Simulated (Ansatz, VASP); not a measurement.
## TiB2 in two plane-wave programs

One calculation is typed for both programs; each brings its own data sets. How far apart do they land? The cell is taken from a series of runs on this material, whose earlier steps may have relaxed, scaled, displaced or heated it; both programs get it as it stands.

Calculated with Ansatz 0.2.0; plane waves, with VASP 6.6.1 beside it; PBE.

**1. Starting point**

It takes space group P6/mmm (No. 191, hexagonal). Conventional cell: a = 3.031 Å, b = 3.031 Å, c = 3.226 Å, α = 90.00°, β = 90.00°, γ = 120.00°. Ti has 12 B at 2.38 Å nearest. Nearest to B lie 3 B at 1.75 Å and 6 Ti at 2.38 Å. Farther neighbours are not listed.

Coordinates:

```
Ti B
1.0
     3.03130    0.00000    0.00000
    -1.51565    2.62518    0.00000
     0.00000    0.00000    3.22574
Ti B
1 2
Direct
  0.00000 0.00000 0.00000
  0.33333 0.66667 0.50000
  0.66667 0.33333 0.50000
```

**2. VASP: zone-centre phonons, PBE**

Second derivatives magnify differences that forces hide, and they need a tight electronic threshold.

Lines of VASP's logs that name or quote its potential files are left out, and so is its time.

Contents of INCAR:

```
SYSTEM = TiB2
PREC = Accurate
ENCUT = 500
EDIFF = 1E-08
NELM = 120
ISMEAR = 1
SIGMA = 0.2
LREAL = .FALSE.
ALGO = Normal
GGA = PE
NBANDS = 15
LASPH = .TRUE.
LORBIT = 11
LWAVE = .FALSE.
LCHARG = .FALSE.
ISIF = 2
IBRION = 8
GGA_COMPAT = .FALSE.
```

Contents of POSCAR:

```
TiB2
1.0
    3.0312968840      0.0000000000      0.0000000000
   -1.5156484420      2.6251801079      0.0000000000
    0.0000000000      0.0000000000      3.2257418331
Ti B
1 2
Direct
    0.0000000000      0.0000000000      0.0000000000
    0.3333333333      0.6666666667      0.5000000000
    0.6666666667      0.3333333333      0.5000000000
```

Contents of KPOINTS:

```
Automatic mesh
0
Gamma
9 9 8
0 0 0
```

Potentials, in the order of the species: Ti_sv and B (PBE family, release 64).

The run is started by

```bash
$ mpirun -np 1 vasp_std
```

Numbers of over 12 decimals in the logs are rounded to 6 here.

What it wrote:

```text
[banner, memory and clock lines left out]
running    1 mpi-ranks, on    1 nodes
 distrk:  each k-point on    1 cores,    1 groups
 distr:  one band on    1 cores,    1 groups

 POSCAR found type information on POSCAR TiB
 POSCAR found :  2 types and       3 ions
 LDA part: xc-table for (Slater+PW92), standard interpolation
 POSCAR, INCAR and KPOINTS ok, starting setup
 FFT: planning ... GRIDC
 FFT: planning ... GRID_SOFT
 FFT: planning ... GRID
 WAVECAR not read
 entering main loop
       N       E                     dE             d eps       ncg     rms          rms(c)
DAV:   1     0.120062069275E+03    0.12006E+03   -0.89671E+03  1800   0.134E+03
DAV:   2    -0.221201164536E+02   -0.14218E+03   -0.13794E+03  1940   0.350E+02
DAV:   3    -0.293971573798E+02   -0.72770E+01   -0.72171E+01  2516   0.775E+01
DAV:   4    -0.295743967127E+02   -0.17724E+00   -0.17694E+00  2261   0.110E+01
DAV:   5    -0.295809811076E+02   -0.65844E-02   -0.65842E-02  2610   0.168E+00    0.166E+01
DAV:   6    -0.244257063471E+02    0.51553E+01   -0.21948E+01  2517   0.516E+01    0.378E+00
DAV:   7    -0.244239385451E+02    0.17678E-02   -0.12484E+00  1983   0.128E+01    0.334E+00
DAV:   8    -0.244264025706E+02   -0.24640E-02   -0.87388E-02  2919   0.256E+00    0.835E-01
DAV:   9    -0.244255029967E+02    0.89957E-03   -0.34757E-02  2219   0.250E+00    0.243E-01
DAV:  10    -0.244250479138E+02    0.45508E-03   -0.30092E-03  2365   0.695E-01    0.670E-02
DAV:  11    -0.244250643256E+02   -0.16412E-04   -0.35364E-04  2557   0.215E-01    0.604E-02
DAV:  12    -0.244250465456E+02    0.17780E-04   -0.93748E-05  2095   0.128E-01    0.105E-02
DAV:  13    -0.244250461357E+02    0.40996E-06   -0.41840E-06  2180   0.202E-02    0.305E-03
DAV:  14    -0.244250460837E+02    0.51983E-07   -0.37899E-07  2117   0.542E-03    0.681E-04
DAV:  15    -0.244250461029E+02   -0.19246E-07   -0.56612E-08  2611   0.159E-03    0.494E-04
DAV:  16    -0.244250461140E+02   -0.11103E-07   -0.30922E-09  1082   0.547E-04    0.170E-04
DAV:  17    -0.244250461181E+02   -0.40905E-08   -0.58781E-10  1005   0.210E-04
   1 F= -.24425046E+02 E0= -.24424727E+02  d E =-.957762E-03
 Linear response reoptimize wavefunctions to high precision
DAV:   1    -0.244250461201E+02   -0.19602E-08   -0.16346E-10  1166   0.125E-04
DAV:   2    -0.244250461201E+02    0.10004E-10   -0.29364E-11   984   0.520E-05
 Linear response DOF=           4
 Linear response progress:
  Degree of freedom:   1/  4
       N       E                     dE             d eps       ncg     rms          rms(c)
RMM:   1    -0.706286884311E+00   -0.70629E+00    0.38604E+00  3853   0.137E+02
RMM:   2    -0.668758746657E+00    0.37528E-01   -0.32906E-01  6216   0.512E+00    0.176E-01
RMM:   3    -0.666860370468E+00    0.18984E-02   -0.21654E-02  7291   0.121E+00    0.786E-02
RMM:   4    -0.666639054982E+00    0.22132E-03   -0.13296E-02  8063   0.557E-01    0.205E-02
RMM:   5    -0.667517487476E+00   -0.87843E-03   -0.11235E-03  8217   0.185E-01    0.108E-02
RMM:   6    -0.667875080773E+00   -0.35759E-03   -0.27519E-04  8376   0.793E-02    0.390E-03
RMM:   7    -0.668022065529E+00   -0.14698E-03   -0.62283E-05  8398   0.349E-02    0.125E-03
RMM:   8    -0.668066551971E+00   -0.44486E-04   -0.20208E-05  8668   0.153E-02    0.346E-04
RMM:   9    -0.668082879783E+00   -0.16328E-04   -0.11818E-05  8759   0.793E-03    0.112E-04
RMM:  10    -0.668084982713E+00   -0.21029E-05   -0.11900E-05  8930   0.418E-03    0.792E-05
RMM:  11    -0.668089961706E+00   -0.49790E-05   -0.10367E-05  8336   0.260E-03    0.328E-05
RMM:  12    -0.668089358307E+00    0.60340E-06   -0.89168E-06  8889   0.175E-03    0.301E-05
RMM:  13    -0.668087791752E+00    0.15666E-05   -0.74307E-06  8456   0.128E-03    0.920E-05
RMM:  14    -0.668089385081E+00   -0.15933E-05   -0.47267E-06  8187   0.981E-04    0.640E-05
RMM:  15    -0.668089734068E+00   -0.34899E-06   -0.34194E-06  8981   0.702E-04    0.665E-05
RMM:  16    -0.668089718093E+00    0.15974E-07    0.58876E-07  9143   0.568E-04    0.709E-05
RMM:  17    -0.668090158921E+00   -0.44083E-06   -0.12638E-06  8320   0.474E-04    0.724E-05
 first order change of Fermi-energy   0.67873E-03
 force on displaced ion       1 direction 1 : -14.337  -0.000   0.000
 Linear response progress:
  Degree of freedom:   2/  4
       N       E                     dE             d eps       ncg     rms          rms(c)
RMM:   1    -0.815834247812E+00   -0.81583E+00   -0.40275E+00  1912   0.133E+02
RMM:   2    -0.765123230240E+00    0.50711E-01   -0.30366E-01  2891   0.471E+00    0.193E-01
RMM:   3    -0.764200546764E+00    0.92268E-03   -0.22784E-02  3341   0.114E+00    0.876E-02
RMM:   4    -0.764688384322E+00   -0.48784E-03   -0.16888E-02  3633   0.566E-01    0.274E-02
RMM:   5    -0.765588695290E+00   -0.90031E-03   -0.13059E-03  3817   0.179E-01    0.231E-02
RMM:   6    -0.767346742702E+00   -0.17580E-02   -0.26470E-04  3282   0.991E-02    0.186E-02
RMM:   7    -0.766691225518E+00    0.65552E-03   -0.84477E-05  3505   0.436E-02    0.131E-03
RMM:   8    -0.766705222867E+00   -0.13997E-04   -0.45246E-05  3900   0.199E-02    0.782E-04
RMM:   9    -0.766695932068E+00    0.92908E-05   -0.28732E-05  3921   0.106E-02    0.208E-04
RMM:  10    -0.766690541218E+00    0.53909E-05   -0.18404E-05  4032   0.630E-03    0.187E-04
RMM:  11    -0.766696010856E+00   -0.54696E-05   -0.16403E-05  3870   0.407E-03    0.791E-05
RMM:  12    -0.766698461054E+00   -0.24502E-05   -0.12761E-05  3979   0.296E-03    0.492E-05
RMM:  13    -0.766703033342E+00   -0.45723E-05   -0.10265E-05  3735   0.236E-03    0.568E-05
RMM:  14    -0.766700493795E+00    0.25395E-05   -0.85179E-06  3777   0.195E-03    0.317E-05
[...]
RMM:  28    -0.766703261482E+00   -0.27786E-07   -0.10982E-06  3905   0.364E-04    0.221E-06
RMM:  29    -0.766703274913E+00   -0.13431E-07   -0.90236E-07  3628   0.327E-04    0.316E-06
RMM:  30    -0.766703282916E+00   -0.80031E-08   -0.85520E-07  2816   0.295E-04    0.532E-06
RMM:  31    -0.766703283940E+00   -0.10242E-08   -0.70189E-07  2065   0.266E-04    0.704E-06
RMM:  32    -0.766703293442E+00   -0.95018E-08   -0.66998E-07  1658   0.240E-04    0.832E-06
RMM:  33    -0.766703299171E+00   -0.57290E-08   -0.54960E-07  2346   0.218E-04    0.914E-06
RMM:  34    -0.766703313214E+00   -0.14043E-07   -0.52837E-07  3167   0.198E-04    0.941E-06
RMM:  35    -0.766703336451E+00   -0.23237E-07   -0.43366E-07  3953   0.182E-04    0.840E-06
 first order change of Fermi-energy   0.17643E-02
 force on displaced ion       1 direction 3 :  -0.000   0.000 -14.353
 Linear response progress:
  Degree of freedom:   3/  4
       N       E                     dE             d eps       ncg     rms          rms(c)
RMM:   1    -0.497733040274E-01   -0.49773E-01   -0.23039E-02 14086   0.138E+00
RMM:   2    -0.445464236795E-01    0.52269E-02   -0.31700E-03 11771   0.359E-01    0.164E-01
RMM:   3    -0.444273878934E-01    0.11904E-03   -0.10846E-03 11828   0.182E-01    0.820E-02
RMM:   4    -0.450514450615E-01   -0.62406E-03   -0.77894E-04 11858   0.141E-01    0.959E-03
RMM:   5    -0.450394419788E-01    0.12003E-04   -0.13861E-04 14223   0.529E-02    0.331E-03
RMM:   6    -0.450643620443E-01   -0.24920E-04   -0.30347E-05 14621   0.219E-02    0.140E-03
RMM:   7    -0.450580132603E-01    0.63488E-05   -0.58456E-06 14366   0.902E-03    0.414E-04
RMM:   8    -0.450631839995E-01   -0.51707E-05   -0.12796E-06 14657   0.427E-03    0.225E-04
RMM:   9    -0.450619251365E-01    0.12589E-05   -0.48494E-07 14769   0.207E-03    0.654E-05
RMM:  10    -0.450617887541E-01    0.13638E-06   -0.67887E-07 14943   0.105E-03    0.249E-05
RMM:  11    -0.450619630057E-01   -0.17425E-06   -0.42002E-07 14743   0.525E-04    0.148E-05
RMM:  12    -0.450619622547E-01    0.75101E-09    0.19898E-08 14845   0.281E-04    0.945E-06
 first order change of Fermi-energy   0.68573E-04
 force on displaced ion       2 direction 1 : -18.831  -0.008   0.000
 Linear response progress:
  Degree of freedom:   4/  4
       N       E                     dE             d eps       ncg     rms          rms(c)
RMM:   1    -0.460967184145E-01   -0.46097E-01    0.13946E-02  4989   0.171E+00
RMM:   2    -0.445061006114E-01    0.15906E-02   -0.24675E-03  4646   0.344E-01    0.129E-01
RMM:   3    -0.445060194365E-01    0.81175E-07   -0.10206E-03  4696   0.183E-01    0.635E-02
RMM:   4    -0.450009069191E-01   -0.49489E-03   -0.54190E-04  4779   0.127E-01    0.134E-02
RMM:   5    -0.450563584788E-01   -0.55452E-04   -0.11209E-04  5348   0.525E-02    0.394E-03
RMM:   6    -0.450862386472E-01   -0.29880E-04   -0.21599E-05  5525   0.231E-02    0.144E-03
RMM:   7    -0.450739125083E-01    0.12326E-04   -0.51543E-06  5446   0.105E-02    0.536E-04
RMM:   8    -0.450756350962E-01   -0.17226E-05   -0.20866E-06  5581   0.517E-03    0.198E-04
RMM:   9    -0.450759162906E-01   -0.28119E-06   -0.11427E-06  5621   0.245E-03    0.135E-04
RMM:  10    -0.450759935707E-01   -0.77280E-07   -0.60833E-07  5568   0.128E-03    0.580E-05
RMM:  11    -0.450763692828E-01   -0.37571E-06   -0.57844E-07  5566   0.642E-04    0.293E-05
RMM:  12    -0.450763419039E-01    0.27379E-07   -0.36138E-07  5801   0.327E-04    0.102E-05
RMM:  13    -0.450763380474E-01    0.38564E-08   -0.24591E-07  5930   0.160E-04    0.752E-06
RMM:  14    -0.450763038706E-01    0.34177E-07   -0.12226E-07  5747   0.819E-05    0.604E-06
RMM:  15    -0.450762836422E-01    0.20228E-07   -0.93450E-08  5583   0.439E-05    0.434E-06
RMM:  16    -0.450762884432E-01   -0.48010E-08   -0.45904E-08  5574   0.251E-05    0.227E-06
 first order change of Fermi-energy  -0.17595E-03
 force on displaced ion       2 direction 3 :   0.000  -0.000  -9.112
 Linear response finished
```

Parts of OUTCAR (step 2):

```text
ion  position               nearest neighbor table
   1  0.000  0.000  0.000-   2 2.38   3 2.38   2 2.38   3 2.38   2 2.38   2 2.38   3 2.38   3 2.38
                             3 2.38   3 2.38   2 2.38   2 2.38
   2  0.333  0.667  0.500-   3 1.75   3 1.75   3 1.75   1 2.38   1 2.38   1 2.38   1 2.38   1 2.38
                             1 2.38
   3  0.667  0.333  0.500-   2 1.75   2 1.75   2 1.75   1 2.38   1 2.38   1 2.38   1 2.38   1 2.38
                             1 2.38

  LATTYP: Found a hexagonal cell.
 ALAT       =     3.0312968840
 C/A-ratio  =     1.0641457952

 Subroutine GETGRP returns: Found 24 space group operations
 (whereof 24 operations were pure point group operations)

The static configuration has the point symmetry D_6h.

 Found     60 irreducible k-points:

   k-points           NKPTS =     60   k-points in BZ     NKDIM =     60   number of bands    NBANDS=     15

   dimension x,y,z NGX =    24 NGY =   24 NGZ =   24
   dimension x,y,z NGXF=    48 NGYF=   48 NGZF=   48

   ENCUT  =  500.0 eV  36.75 Ry    6.06 a.u.   5.53  5.53  5.88*2*pi/ulx,y,z

   NELECT =      18.0000    total number of electrons

 k-points in reciprocal lattice and weights: Automatic mesh
   0.00000000  0.00000000  0.00000000       0.002
   0.11111111  0.00000000  0.00000000       0.009
   0.22222222 -0.00000000  0.00000000       0.009
   0.33333333  0.00000000  0.00000000       0.009
   0.44444444 -0.00000000  0.00000000       0.009
   0.11111111  0.11111111  0.00000000       0.009
   0.22222222  0.11111111  0.00000000       0.019
   0.33333333  0.11111111  0.00000000       0.019
   0.44444444  0.11111111  0.00000000       0.009
[...]
0.33333333  0.22222222  0.50000000       0.019
   0.33333333  0.33333333  0.50000000       0.003

 average (electrostatic) potential at core
       1 -70.9566       2 -22.3425       3 -22.3425

  Total        0.0895178      0.0895178     -0.0661892      0.0000000      0.0000000     -0.0000000
  in kB        5.5873091      5.5873091     -4.1312390      0.0000000      0.0000000     -0.0000000
  external PRESSURE =       2.3477931 kB  Pullay stress =       0.0000000 kB

  energy-cutoff  :      500.00
  volume of cell :       25.67
      direct lattice vectors                 reciprocal lattice vectors
     3.031296884  0.000000000  0.000000000     0.329891805  0.190463122  0.000000000
    -1.515648442  2.625180108  0.000000000     0.000000000  0.380926245  0.000000000
     0.000000000  0.000000000  3.225741833     0.000000000  0.000000000  0.310006210

 POSITION                                       TOTAL-FORCE (eV/Angst)
 -----------------------------------------------------------------------------------
      0.00000      0.00000      0.00000        -0.000000      0.000000      0.000000
     -0.00000      1.75012      1.61287         0.000000     -0.000000     -0.000000
      1.51565      0.87506      1.61287        -0.000000      0.000000      0.000000
 -----------------------------------------------------------------------------------
    total drift:                               -0.000000      0.000000      0.000000

 Eigenvectors and eigenvalues of the dynamical matrix
 ----------------------------------------------------

   1 f  =   26.267101 THz   165.041062 2PiTHz  876.176173 cm-1   108.631951 meV
             X         Y         Z           dx          dy          dz
      0.000000  0.000000  0.000000     0.000000   -0.000000   -0.000000
     -0.000000  1.750120  1.612871    -0.707107   -0.000000    0.000000
      1.515648  0.875060  1.612871     0.707107    0.000000    0.000000

   2 f  =   26.267101 THz   165.041062 2PiTHz  876.176173 cm-1   108.631951 meV
             X         Y         Z           dx          dy          dz
      0.000000  0.000000  0.000000    -0.000000   -0.000000    0.000000
     -0.000000  1.750120  1.612871     0.000000   -0.707107   -0.000000
      1.515648  0.875060  1.612871    -0.000000    0.707107   -0.000000

   3 f  =   15.815261 THz    99.370215 2PiTHz  527.540321 cm-1    65.406634 meV
             X         Y         Z           dx          dy          dz
      0.000000  0.000000  0.000000    -0.000000    0.000000    0.000000
     -0.000000  1.750120  1.612871     0.000000   -0.000000   -0.707107
      1.515648  0.875060  1.612871     0.000000   -0.000000    0.707107

   4 f  =   15.333439 THz    96.342837 2PiTHz  511.468464 cm-1    63.413979 meV
             X         Y         Z           dx          dy          dz
      0.000000  0.000000  0.000000    -0.000000   -0.000000    0.558218
     -0.000000  1.750120  1.612871     0.000000    0.000000   -0.586683
      1.515648  0.875060  1.612871     0.000000    0.000000   -0.586683

   5 f  =   15.317069 THz    96.239980 2PiTHz  510.922411 cm-1    63.346277 meV
             X         Y         Z           dx          dy          dz
      0.000000  0.000000  0.000000     0.558513   -0.000002    0.000000
     -0.000000  1.750120  1.612871    -0.586542    0.000002   -0.000000
      1.515648  0.875060  1.612871    -0.586542    0.000002   -0.000000

   6 f  =   15.317069 THz    96.239980 2PiTHz  510.922411 cm-1    63.346277 meV
             X         Y         Z           dx          dy          dz
      0.000000  0.000000  0.000000     0.000002    0.558513    0.000000
     -0.000000  1.750120  1.612871    -0.000002   -0.586542   -0.000000
      1.515648  0.875060  1.612871    -0.000002   -0.586542   -0.000000

   7 f/i=    0.008414 THz     0.052865 2PiTHz    0.280653 cm-1     0.034797 meV
             X         Y         Z           dx          dy          dz
      0.000000  0.000000  0.000000    -0.000000   -0.000000   -0.829694
     -0.000000  1.750120  1.612871    -0.000000   -0.000000   -0.394720
      1.515648  0.875060  1.612871    -0.000000   -0.000000   -0.394720

   8 f/i=    0.013863 THz     0.087101 2PiTHz    0.462406 cm-1     0.057331 meV
             X         Y         Z           dx          dy          dz
      0.000000  0.000000  0.000000     0.421226    0.714585   -0.000000
     -0.000000  1.750120  1.612871     0.200549    0.340219   -0.000000
      1.515648  0.875060  1.612871     0.200549    0.340219   -0.000000

   9 f/i=    0.013863 THz     0.087101 2PiTHz    0.462406 cm-1     0.057331 meV
             X         Y         Z           dx          dy          dz
      0.000000  0.000000  0.000000    -0.714585    0.421226   -0.000000
     -0.000000  1.750120  1.612871    -0.340219    0.200549   -0.000000
      1.515648  0.875060  1.612871    -0.340219    0.200549   -0.000000

 ELASTIC MODULI CONTR FROM IONIC RELAXATION (kBar)
 Direction    XX          YY          ZZ          XY          YZ          ZX
 --------------------------------------------------------------------------------
 XX         -37.2477     37.2477      0.0000     -0.0000      0.0000      0.0000
 YY          37.2477    -37.2477      0.0000      0.0000     -0.0000      0.0000
 ZZ           0.0000      0.0000      0.0000      0.0000      0.0000      0.0000
 XY          -0.0000      0.0000      0.0000    -37.2477     -0.0000      0.0000
 YZ           0.0000     -0.0000      0.0000     -0.0000     -0.0000      0.0000
 ZX           0.0000      0.0000      0.0000      0.0000      0.0000      0.0000
 --------------------------------------------------------------------------------
```

(Continued in part 2 of 2.)

[Lines on the potential files, build, host, timing and source positions are cut from VASP's logs without a mark.]

[Logs are printed without paths, hosts, clocks, repeated set-up lines and the standing remarks that a program may print on its own settings, such as how far it seeks lower states.]

[Hosts, paths, dates, database ids (printed as entryN), source tags and the programs' standing remarks are cut or masked in the printed files.]
